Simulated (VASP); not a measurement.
VASP input:

### POSCAR
```
Pd
1
    4.2744310000     0.0000000000     0.0000000000
   -2.1372150000     3.7017660000     0.0000000000
    0.0000000000     0.0000000000     2.5997780000
Pd
3
Direct
  0.0000000000   0.0000000000   0.0000000000
  0.3333330000   0.6666670000   0.5000000000
  0.6666670000   0.3333330000   0.5000000000
```

INCAR:
```
! general
SYSTEM   =  Pd
PREC     =  Accurate
ENCUT    =  300   ! plane-wave cut-off (eV)
LREAL    =  F   ! projection in real space or not
LASPH    =  T

! electronic loop
EDIFF    =  1E-6   ! SCF stop (eV)
NELM     =  100   ! most electronic steps
ALGO     =  Normal   ! blocked Davidson
LMAXMIX  =  4   ! l cut-off of mixed one-centre charges

! smearing
ISMEAR   =  0   ! Gaussian
SIGMA    =  0.05   ! width (eV)

! functional
GGA      =  PE   ! PBE

! ions
ISIF     =  2   ! forces and stress, cell fixed

! output
LWAVE    =  F
LCHARG   =  F
```

### KPOINTS
```
K-points
0
gamma
  9 9 12
```

POTCAR, in this order: Pd (PBE.64 set). Program: vasp_std.

Q: Translate this PBE calculation to Ansatz.

A: One equivalent input (not run):
Ansatz 0.2 input:
```yaml
crystal:
  lattice:
    - [4.2744310, 0.0000000, 0.0000000]
    - [-2.1372150, 3.7017660, 0.0000000]
    - [0.0000000, 0.0000000, 2.5997780]
  atoms:
    - { symbol: Pd, position: [0.0000000, 0.0000000, 0.0000000] }
    - { symbol: Pd, position: [0.3333330, 0.6666670, 0.5000000] }
    - { symbol: Pd, position: [0.6666670, 0.3333330, 0.5000000] }
kpoints:
  mp_grid: { grid: [9, 9, 12] }
hamiltonian:
  xc: pbe
  pseudopotentials: { kind: paw }
scf:
  occupations: { method: gaussian, width: 0.05 }
  max_iter: 100
output: { forces: true, stress: true, eigenvalues: true }
```
Limits of the translation: each code has its own PAW files, so the cut-off isn't converted (ENCUT is set for VASP's; basis.ecutwfc is left out, and Ansatz then takes the one that its files recommend); Ansatz stops its SCF on the density residual and VASP on the energy change (EDIFF).

The structure was generated: Pd was put into an ordered model structure, which need not be its known phase. The cell was not relaxed at this level, and its volume differs by -5.9 % from the start's.
